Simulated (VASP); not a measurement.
Given:

```xyz
2
Lattice="0.0000 2.7882 2.7882 2.7882 0.0000 2.7882 2.7882 2.7882 0.0000" Properties=species:S:1:pos:R:3 pbc="T T T"
Na     0.0000     0.0000     0.0000
Cl     2.7882     2.7882     2.7882
```

The numbers are results of PBE GGA, VASP's PBE PAW potentials (set 64) (plane waves; VASP), not measurements. Numerical set-up: 300 eV cut-off, 5×5×5 Γ-centred mesh, Gaussian smearing of 0.010 eV, potentials Na_pv Cl.

At this cut-off the stress carries a Pulay error, which pulls relaxed volumes low.

Task: Predict the energy per atom (σ→0), pressure, band gap (on the k-mesh) with the smallest direct gap where there is one.

Result: 
```yaml
band gap (on the k-mesh): 5.24 eV
smallest direct gap (on the k-mesh): 5.24 eV
energy per atom (σ→0): -3.382 eV/atom
pressure: 1.50 GPa
```

The absolute energy has meaning only against runs of the same code, potentials and settings.

The structure comes from a computed database's NaCl entry; how it stands against other phases isn't given here. The cell was not relaxed at this level.
